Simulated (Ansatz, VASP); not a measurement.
**Ca (Ca(100)): VASP beside Ansatz**

One calculation is typed for both programs; each brings its own data sets and cutoff. How far apart do they land?

Method: plane waves, with VASP 6.6.1 beside it; band structure at LDA, in Ansatz 0.2.0.

## Step 1: The structure

The cell holds 7 atoms: 7 Ca. Cell: a = 3.946 Å, b = 3.946 Å, c = 34.740 Å, α = 90.0°, β = 90.0°, γ = 90.0°. Vacuum lies along c.

## Step 2: VASP: band structure, LDA

The same path points are solved in both programs, so levels can be compared one by one.

Lines of VASP's logs that name or quote its potential files are left out, and so is its time.

Contents of INCAR:

```
SYSTEM = Ca
PREC = Normal
ENCUT = 300
EDIFF = 1E-06
NELM = 120
ISMEAR = -1
SIGMA = 0.1
LREAL = .FALSE.
ALGO = Fast
GGA = CA
NBANDS = 46
LORBIT = 11
LWAVE = .FALSE.
LCHARG = .TRUE.
IDIPOL = 3
LDIPOL = .TRUE.
DIPOL = 0.5 0.5 0.5
LVHAR = .TRUE.
LVACPOTAV = .TRUE.
LELF = .TRUE.
NEDOS = 1500
```

Contents of POSCAR:

```
Ca
1.0
    3.9456558390      0.0000000000      0.0000000000
    0.0000000000      3.9456558390      0.0000000000
    0.0000000000      0.0000000000     34.7400000000
Ca
7
Direct
    0.0000000000      0.0000000000      0.2590673575
    0.5000000000      0.5000000000      0.3393782383
    0.0000000000      0.0000000000      0.4196891192
    0.5000000000      0.5000000000      0.5000000000
    0.0000000000      0.0000000000      0.5803108808
    0.5000000000      0.5000000000      0.6606217617
    0.0000000000      0.0000000000      0.7409326425
```

Contents of KPOINTS:

```
Automatic mesh
0
Gamma
10 10 1
0 0 0
```

Contents of KPOINTS_OPT:

```
Line mode
14
Line-mode
Reciprocal
  0.50000000   0.50000000   0.00000000 M
  0.00000000   0.00000000   0.00000000 GAMMA

  0.00000000   0.00000000   0.00000000 GAMMA
  0.00000000   0.50000000   0.00000000 X

  0.00000000   0.50000000   0.00000000 X
  0.50000000   0.50000000   0.00000000 M
```

PAW data sets: Ca_pv (LDA family, release 64).

Launch:

```sh
$ mpirun -np 2 vasp_std
```

Numbers of over 12 decimals in the logs are rounded to 6 here.

What it wrote:

```text
[banner, memory and clock lines left out]
running    2 mpi-ranks, on    1 nodes
 distrk:  each k-point on    2 cores,    1 groups
 distr:  one band on    1 cores,    2 groups

 POSCAR found type information on POSCAR Ca
 POSCAR found :  1 types and       7 ions
 LDA part: xc-table for (Slater(with rela. corr.)+CA(PZ))
 , standard interpolation
 POSCAR, INCAR and KPOINTS ok, starting setup
 FFT: planning ... GRIDC
 FFT: planning ... GRID_SOFT
 FFT: planning ... GRID
 WAVECAR not read
 entering main loop
       N       E                     dE             d eps       ncg     rms          rms(c)
DAV:   1     0.528538564935E+03    0.52854E+03   -0.17412E+04  2290   0.114E+03
DAV:   2     0.888342006536E+02   -0.43970E+03   -0.43395E+03  1940   0.414E+02
DAV:   3    -0.650474547634E+01   -0.95339E+02   -0.94020E+02  2602   0.173E+02
DAV:   4    -0.148154550114E+02   -0.83107E+01   -0.82467E+01  2904   0.592E+01
DAV:   5    -0.152815365345E+02   -0.46608E+00   -0.46522E+00  2944   0.149E+01    0.264E+00
RMM:   6    -0.177992330343E+02   -0.25177E+01   -0.36220E+00  2979   0.915E+00    0.536E+00
RMM:   7    -0.144908155105E+02    0.33084E+01   -0.36012E-01  2600   0.568E+00    0.121E+00
RMM:   8    -0.143924414584E+02    0.98374E-01   -0.40914E-01  3209   0.278E+00    0.541E-01
RMM:   9    -0.143868487132E+02    0.55927E-02   -0.11101E-01  3294   0.150E+00    0.275E-01
RMM:  10    -0.143865992755E+02    0.24944E-03   -0.26980E-02  3208   0.798E-01    0.133E-01
RMM:  11    -0.143868146559E+02   -0.21538E-03   -0.15887E-02  3423   0.399E-01    0.889E-02
RMM:  12    -0.143877408853E+02   -0.92623E-03   -0.35890E-03  3268   0.200E-01    0.288E-02
RMM:  13    -0.143881297832E+02   -0.38890E-03   -0.18390E-03  3423   0.108E-01    0.248E-02
RMM:  14    -0.143887850521E+02   -0.65527E-03   -0.62196E-04  3318   0.674E-02    0.105E-02
RMM:  15    -0.143890442849E+02   -0.25923E-03   -0.36529E-04  3250   0.379E-02    0.713E-03
RMM:  16    -0.143892737774E+02   -0.22949E-03   -0.13019E-04  2729   0.241E-02    0.379E-03
RMM:  17    -0.143893386874E+02   -0.64910E-04   -0.68002E-05  2570   0.197E-02    0.292E-03
WARNING in EDDRMM: call to ZHEGV failed, returncode =   6  3     14
WARNING in EDDRMM: call to ZHEGV failed, returncode =   6  3     13
RMM:  18    -0.143893757906E+02   -0.37103E-04   -0.23404E-05  2489   0.117E-02    0.242E-03
RMM:  19    -0.143893908876E+02   -0.15097E-04   -0.96429E-06  2448   0.126E-02    0.144E-03
RMM:  20    -0.143893962556E+02   -0.53681E-05   -0.53484E-06  2337   0.741E-03    0.994E-04
RMM:  21    -0.143894006128E+02   -0.43572E-05   -0.17707E-06  2177   0.634E-03    0.550E-04
RMM:  22    -0.143894042034E+02   -0.35906E-05   -0.12018E-06  2127   0.682E-03    0.436E-04
RMM:  23    -0.143894074811E+02   -0.32776E-05   -0.68775E-07  2045   0.521E-03    0.226E-04
RMM:  24    -0.143894090358E+02   -0.15547E-05   -0.54143E-07  1969   0.470E-03    0.245E-04
RMM:  25    -0.143894094786E+02   -0.44278E-06   -0.26811E-07  1890   0.425E-03
|                                                                             |
|           W    W    AA    RRRRR   N    N  II  N    N   GGGG   !!!           |
|           W    W   A  A   R    R  NN   N  II  NN   N  G    G  !!!           |
|           W    W  A    A  R    R  N N  N  II  N N  N  G       !!!           |
|           W WW W  AAAAAA  RRRRR   N  N N  II  N  N N  G  GGG   !            |
|           WW  WW  A    A  R   R   N   NN  II  N   NN  G    G                |
|           W    W  A    A  R    R  N    N  II  N    N   GGGG   !!!           |
|                                                                             |
|     Did not find any points to average over, which means that no vacuum     |
|     field-free region was found. Please increase the size of  your cell     |
|     in the dimension of the dipole correction to obtain accurate            |
|     workfunction values.                                                    |
|                                                                             |

   1 F= -.14389409E+02 E0= -.14240815E+02  d E =-.297189E+00
 Start KPOINTS_OPT (optional k-point list driver)
k-point batch [1-21\42]
       N       E                     dE             ncg
DAV:   1    -0.930488502047E+04   -0.20446E+05     2218
DAV:   2    -0.186644241376E+05   -0.93595E+04     1932
DAV:   3    -0.207480459560E+05   -0.20836E+04     2410
DAV:   4    -0.209277903075E+05   -0.17974E+03     2808
DAV:   5    -0.209401343090E+05   -0.12344E+02     3064
DAV:   6    -0.209405548241E+05   -0.42052E+00     3280
DAV:   7    -0.209405705155E+05   -0.15691E-01     3224
DAV:   8    -0.209405717465E+05   -0.12309E-02     3376
DAV:   9    -0.209405718203E+05   -0.73844E-04     3216
DAV:  10    -0.209405718255E+05   -0.52308E-05     2200
DAV:  11    -0.209405718263E+05   -0.72717E-06     1728
k-point batch [22-42\42]
       N       E                     dE             ncg
DAV:   1    -0.974940478367E+04   -0.33488E+05     2258
DAV:   2    -0.186199435789E+05   -0.88705E+04     1940
DAV:   3    -0.205619912639E+05   -0.19420E+04     2636
DAV:   4    -0.207285122083E+05   -0.16652E+03     2808
DAV:   5    -0.207391137488E+05   -0.10602E+02     3080
DAV:   6    -0.207394346668E+05   -0.32092E+00     3232
DAV:   7    -0.207394471743E+05   -0.12508E-01     3264
DAV:   8    -0.207394480821E+05   -0.90784E-03     3288
DAV:   9    -0.207394481510E+05   -0.68846E-04     3240
DAV:  10    -0.207394481554E+05   -0.44115E-05     2032
DAV:  11    -0.207394481560E+05   -0.67692E-06     1680
```

From OUTCAR (step 2):

```text
ion  position               nearest neighbor table
   1  0.000  0.000  0.259-   2 3.95   2 3.95   2 3.95   2 3.95
   2  0.500  0.500  0.339-   1 3.95   1 3.95   1 3.95   1 3.95   3 3.95   3 3.95   3 3.95   3 3.95

  LATTYP: Found a simple tetragonal cell.
 ALAT       =     3.9456558390
 C/A-ratio  =     8.8046199206

 Subroutine GETGRP returns: Found 16 space group operations
 (whereof 16 operations were pure point group operations)

The static configuration has the point symmetry D_4h.

 Found     21 irreducible k-points:

   k-points           NKPTS =     21   k-points in BZ     NKDIM =     21   number of bands    NBANDS=     46

   dimension x,y,z NGX =    18 NGY =   18 NGZ =  150
   dimension x,y,z NGXF=    36 NGYF=   36 NGZF=  300

   ENCUT  =  300.0 eV  22.05 Ry    4.70 a.u.   5.57  5.57 49.06*2*pi/ulx,y,z

   NELECT =      56.0000    total number of electrons

 k-points in reciprocal lattice and weights: Automatic mesh
   0.00000000  0.00000000  0.00000000       0.010
   0.10000000  0.00000000  0.00000000       0.040
   0.20000000  0.00000000  0.00000000       0.040
   0.30000000  0.00000000  0.00000000       0.040
   0.40000000  0.00000000  0.00000000       0.040
   0.50000000  0.00000000  0.00000000       0.020
   0.10000000  0.10000000  0.00000000       0.040
   0.20000000  0.10000000  0.00000000       0.080
   0.30000000  0.10000000  0.00000000       0.080
[...]
0.50000000  0.40000000  0.00000000       0.040
   0.50000000  0.50000000  0.00000000       0.010

 dipolmoment           0.000000      0.000000     -0.000000 electrons x Angstroem

 average (electrostatic) potential at core
       1 -52.1342       2 -51.4924       3 -51.5409       4 -51.5387       5 -51.5409
       6 -51.4924       7 -52.1342

 E-fermi :  -0.1221

 k-point     1 :       0.0000    0.0000    0.0000
  band No.  band energies     occupation
    ...
     24      -3.3443      2.00000
     25      -2.7901      2.00000
     26      -2.1229      2.00000
     27      -1.4314      2.00000
     28      -0.8467      1.99858
     29       0.3267      0.02224
     30       0.3523      0.01725
     31       0.4150      0.00925
     32       0.4903      0.00437
     33       0.6674      0.00075
    ...

 k-point     2 :       0.1000    0.0000    0.0000
  band No.  band energies     occupation
    ...
     24      -3.2393      2.00000
     25      -2.6892      2.00000
     26      -2.0263      2.00000
     27      -1.3386      1.99999
     28      -0.7560      1.99647
     29       0.3639      0.01538
     30       0.3815      0.01292
     31       0.4295      0.00801
     32       0.4896      0.00440
     33       0.6594      0.00081
    ...

 k-point     3 :       0.2000    0.0000    0.0000
  band No.  band energies     occupation
    ...
     24      -2.9333      2.00000
     25      -2.3974      2.00000
     26      -1.7503      2.00000
     27      -1.0763      1.99986
     28      -0.5007      1.95563
     29       0.2902      0.03188
     30       0.3697      0.01451
     31       0.4711      0.00529
     32       0.5486      0.00244
     33       0.5588      0.00220
    ...

  Total       -4.5715121     -4.5715121     -3.9308886      0.0000000      0.0000000      0.0000000
  in kB      -13.5426058    -13.5426058    -11.6448287      0.0000000      0.0000000      0.0000000
  external PRESSURE =     -12.9100135 kB  Pullay stress =       0.0000000 kB

  energy-cutoff  :      300.00
  volume of cell :      540.84
      direct lattice vectors                 reciprocal lattice vectors
     3.945655839  0.000000000  0.000000000     0.253443291  0.000000000  0.000000000
     0.000000000  3.945655839  0.000000000     0.000000000  0.253443291  0.000000000
     0.000000000  0.000000000 34.740000000     0.000000000  0.000000000  0.028785262

 POSITION                                       TOTAL-FORCE (eV/Angst)
 -----------------------------------------------------------------------------------
      0.00000      0.00000      9.00000        -0.000000     -0.000000      0.288754
      1.97283      1.97283     11.79000        -0.000000     -0.000000     -0.086597
      0.00000      0.00000     14.58000        -0.000000      0.000000     -0.001452
      1.97283      1.97283     17.37000        -0.000000     -0.000000      0.000000
      0.00000      0.00000     20.16000         0.000000     -0.000000      0.001452
      1.97283      1.97283     22.95000        -0.000000     -0.000000      0.086597
      0.00000      0.00000     25.74000         0.000000      0.000000     -0.288754
 -----------------------------------------------------------------------------------
    total drift:                                0.000000      0.000000     -0.000000

  FREE ENERGIE OF THE ION-ELECTRON SYSTEM (eV)
  ---------------------------------------------------
  free  energy   TOTEN  =       -14.3894094786 eV

  energy  without entropy=      -14.0922208768  energy(sigma->0) =      -14.24081518

 vacuum level on the upper side and lower side of the slab         2.784         2.784

 total charge
# of ion       s       p       d       tot
------------------------------------------
    1        0.356   6.071   0.217   6.644
    2        0.334   6.095   0.266   6.696
    3        0.337   6.097   0.260   6.694
    4        0.337   6.097   0.260   6.694
    5        0.337   6.097   0.260   6.694
    6        0.334   6.095   0.266   6.696
    7        0.356   6.071   0.217   6.644
--------------------------------------------------
tot          2.392  42.624   1.746  46.762

[... 3 further parts left out ...]
```

(Part 1 of 2 ends here.)

[Lines on the potential files, build, host, timing and source positions are cut from VASP's logs without a mark.]

[Logs are printed without paths, hosts, clocks, repeated set-up lines and the standing remarks that a program may print on its own settings, such as how far it seeks lower states.]

[Hosts, paths, dates, database ids (printed as entryN), source tags and the programs' standing remarks are cut or masked in the printed files.]
